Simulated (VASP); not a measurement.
Input for VASP

INCAR:
```
SYSTEM = Y3Be
PREC = Accurate
ENCUT = 300
EDIFF = 1E-6
NELM = 100
ALGO = Normal
LREAL = .FALSE.
LASPH = .TRUE.
ISMEAR = -1
SIGMA = 0.136
GGA = PE
LMAXMIX = 4
LWAVE = .FALSE.
LCHARG = .FALSE.
ISIF = 2
LSORBIT = .TRUE.
LNONCOLLINEAR = .TRUE.
MAGMOM = 0.0 0.0 0.0 0.0 0.0 0.0 0.0 0.0 0.0 0.0 0.0 0.0
GGA_COMPAT = .FALSE.
LORBIT = 11
```

### KPOINTS
```
Automatic mesh
0
Gamma
5 5 5
0 0 0
```

File POSCAR:
```
Y3Be
5.2872380
 -0.4489451770   0.4489451770   1.0000000000
  0.4489451770  -0.4489451770   1.0000000000
  0.4489451770   0.4489451770  -1.0000000000
Y Be
3 1
Cartesian
  0.0000000000   0.0000000000   1.0000000000
  0.0000000000   0.4489451770   0.5000000000
  0.4489451770   0.0000000000   0.5000000000
  0.0000000000   0.0000000000   0.0000000000
```

POTCAR, in this order: Y_sv Be (PBE.64 set). Program: vasp_ncl.

Write an equivalent input for Ansatz.

One equivalent input (not run):
Ansatz 0.2 input:
```yaml
crystal:
  lattice:
    - [-2.3736800, 2.3736800, 5.2872380]
    - [2.3736800, -2.3736800, 5.2872380]
    - [2.3736800, 2.3736800, -5.2872380]
  atoms:
    - { symbol: Y, position: [0.5000000, 0.5000000, 0.0000000] }
    - { symbol: Y, position: [0.7500000, 0.2500000, 0.5000000] }
    - { symbol: Y, position: [0.2500000, 0.7500000, 0.5000000] }
    - { symbol: Be, position: [0.0000000, 0.0000000, 0.0000000] }
kpoints:
  mp_grid: { grid: [5, 5, 5] }
hamiltonian:
  xc: pbe
  pseudopotentials: { kind: paw }
magnetization: { noncollinear: true, spin_orbit: true }
scf:
  occupations: { method: fermi_dirac, width: 0.136 }
  max_iter: 100
output: { forces: true, stress: true, eigenvalues: true }
```
The two are equivalent in intent, not identical: each code has its own PAW files, so the cut-off isn't converted (ENCUT is set for VASP's; basis.ecutwfc is left out, and Ansatz then takes the one that its files recommend); Ansatz stops its SCF on the density residual and VASP on the energy change (EDIFF).

The structure was generated: Y3Be was put into an ordered model structure, which need not be its known phase. The cell was not relaxed at this level. The k-mesh is coarse (spacing up to 0.37 per Å, 2π included), so the numbers may not be converged in it. The run is one of a series of settings (GGA_COMPAT = .FALSE., LNONCOLLINEAR = .TRUE., LSORBIT = .TRUE., MAGMOM = 0.0 0.0 0.0 0.0 0.0 0.0 0.0 0.0 0.0 0.0 0.0 0.0, program vasp_ncl against the base run), some of them coarse on purpose.
